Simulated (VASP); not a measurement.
Ni$_{3}$Fe (L1_2) is relaxed at rising pressure, each step from the one before. Symmetry mostly holds the structure type, and other phases were not tried. The mesh follows the cell, and a change of mesh leaves a small step in the series.

Data:

```
FeNi3
1.0
    3.54321     0.00000     0.00000
    0.00000     3.54321     0.00000
    0.00000     0.00000     3.54321
Fe Ni
1 3
Direct
  0.00000   0.00000   0.00000
  0.00000   0.50000   0.50000
  0.50000   0.00000   0.50000
  0.50000   0.50000   0.00000
```
Starting moments (μB, in the order of the record's atoms Fe Ni Ni Ni): 2.9 0.6 0.6 0.6.

The numbers are results of PBE GGA, VASP's PBE PAW potentials (set 64) (plane waves; VASP 6.6.1), not measurements. Run with 500 eV cut-off, 9×9×9 Γ-centred mesh, first-order Methfessel-Paxton smearing of 0.10 eV, potentials Fe Ni.

```
P (GPa)  V (Å³/atom)  H − H(0) (eV/atom)  space group  gap on the mesh (eV)  k-mesh
-------  -----------  ------------------  -----------  --------------------  ------
0              11.12               0.000        Pm-3m                  0.00   9×9×9
20               ___                 ___        Pm-3m                  0.00   9×9×9
30               ___                 ___        Pm-3m                  0.00   9×9×9
45              9.48               2.858        Pm-3m                  0.00   9×9×9
```

Some entries are withheld; supply them.

- 30, V (Å³/atom): 9.89
- 30, H − H(0) (eV/atom): 1.952
- 20, V (Å³/atom): 10.21
- 20, H − H(0) (eV/atom): 1.326

Pressures at which the relaxation failed are left out.

The compound is Ni3Fe in the L1_2 structure. The spin order is the one that the start imposed; others were not tried in this run.
